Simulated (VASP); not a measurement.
The input files of a VASP run:

### KPOINTS
```
Automatic
0
G
  13 13 13
```

INCAR:
```
SYSTEM = MoSi2
PREC = Accurate; ENCUT = 500; LREAL = .FALSE.
LASPH = .TRUE.
EDIFF = 1E-6; NELM = 100; ALGO = Normal
LMAXMIX = 4
ISMEAR = 1; SIGMA = 0.1
GGA = PS
IBRION = 2; NSW = 40; ISIF = 3
EDIFFG = -0.02
LWAVE = .FALSE.; LCHARG = .FALSE.
```

**POSCAR**
```
MoSi2
1
   -1.5950248974     1.5950248974     3.9117449608
    1.5950248974    -1.5950248974     3.9117449608
    1.5950248974     1.5950248974    -3.9117449608
Si Mo
2 1
Direct
  0.6649451917   0.6649451917   0.0000000000
  0.3350548083   0.3350548083   0.0000000000
  0.0000000000   0.0000000000   0.0000000000
```

POTCAR, in this order: Si Mo_sv (PBE.64 set). Program: vasp_std.

Question: Translate this PBEsol calculation to Quantum ESPRESSO's pw.x.

Answer: One equivalent input (not run):
```
&CONTROL
  calculation = 'vc-relax'
  pseudo_dir = './pseudo'
  outdir = './out'
  tprnfor = .true.
  tstress = .true.
  nstep = 40
  forc_conv_thr = 0.00078
/
&SYSTEM
  ibrav = 0
  nat = 3
  ntyp = 2
  ecutwfc = 80
  occupations = 'smearing'
  smearing = 'methfessel-paxton'
  degauss = 0.00735
  input_dft = 'pbesol'
/
&ELECTRONS
  conv_thr = 7.3e-08
  electron_maxstep = 100
/
&IONS
/
&CELL
/
ATOMIC_SPECIES
  Si 28.085 Si.upf
  Mo 95.950 Mo.upf
CELL_PARAMETERS angstrom
    -1.5950249    1.5950249    3.9117450
     1.5950249   -1.5950249    3.9117450
     1.5950249    1.5950249   -3.9117450
ATOMIC_POSITIONS crystal
  Si   0.6649452  0.6649452  0.0000000
  Si   0.3350548  0.3350548  0.0000000
  Mo   0.0000000  0.0000000  0.0000000
K_POINTS automatic
  13 13 13 0 0 0
```
Limits of the translation: the potentials are each code's own (VASP's PAW set, PseudoDojo norm-conserving files in pw.x), so ENCUT and ecutwfc are chosen apart and not converted; conv_thr bounds pw.x's estimated SCF error, while EDIFF bounds the energy change between steps; forc_conv_thr acts on force components and is met together with etot_conv_thr.

The compound is MoSi2 in the MoSi2 type structure. This run relaxes it. Symmetry was kept, so distortions that lower it aren't found.
